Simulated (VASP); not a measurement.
Write the native input for VASP 6.6.1 that does the following.

| Quantity | Value |
| --- | --- |
| Task | single point |
| Functional | PBE |
| Potentials or basis | VASP PAW PBE potentials, release 64 (Zr_sv, Nb_sv, P) |
| Cutoff | 520 eV |
| k mesh | 12 × 12 × 10 |
| Occupations | gaussian, width 0.1 eV |
| Spin | no spin polarisation |
| Dipole correction | no |
| Further INCAR settings | ALGO = Fast; EDIFF = 1e-06; NBANDS = 26 |

The structure of ZrNbP2 lies in POSCAR:

```
ZrNbP2
1.0
    4.4733051932      0.0000000000      0.0000000000
   -2.2366525966      3.8739959362      0.0000000000
    0.0000000000      0.0000000000      5.1444068286
Zr Nb P
1 1 2
Direct
    0.0000000000      0.0000000000      0.0000000000
    0.0000000000      0.0000000000      0.5000000000
    0.3333333333      0.6666666667      0.5000000000
    0.6666666667      0.3333333333      0.5000000000
```

The cell was built by a generator and needn't be a form met in nature.

The cell isn't the ideal one: random cell by space group and Wyckoff sites (P6/mmm, No. 191).

These files were run (other wordings do the same):

INCAR

```
PREC = Accurate
ENCUT = 520
EDIFF = 1E-6
ISMEAR = 0
SIGMA = 0.1
LREAL = False
LASPH = True
NELM = 100
ALGO = Fast
ISIF = 2
LWAVE = False
LCHARG = True
GGA = PE
LELF = True
LVHAR = True
NBANDS = 26
```

KPOINTS

```
regular mesh
0
Gamma
  12 12 10
```

Potentials or basis: VASP PAW PBE potentials, release 64 (Zr_sv, Nb_sv, P).

Launch:

```bash
$ cat potpaw_PBE.64/Zr_sv/POTCAR potpaw_PBE.64/Nb_sv/POTCAR potpaw_PBE.64/P/POTCAR > POTCAR
$ mpirun -np 1 vasp_std > vasp.out
```

Results of the run:

* Pressure: -0.1 GPa
* Band gap on the k mesh: none (metal or under the smearing width)

It took 4 min on 1 thread of Intel(R) Xeon(R) 6975P-C (Granite Rapids) (shared host), peak memory 0.41 GiB.
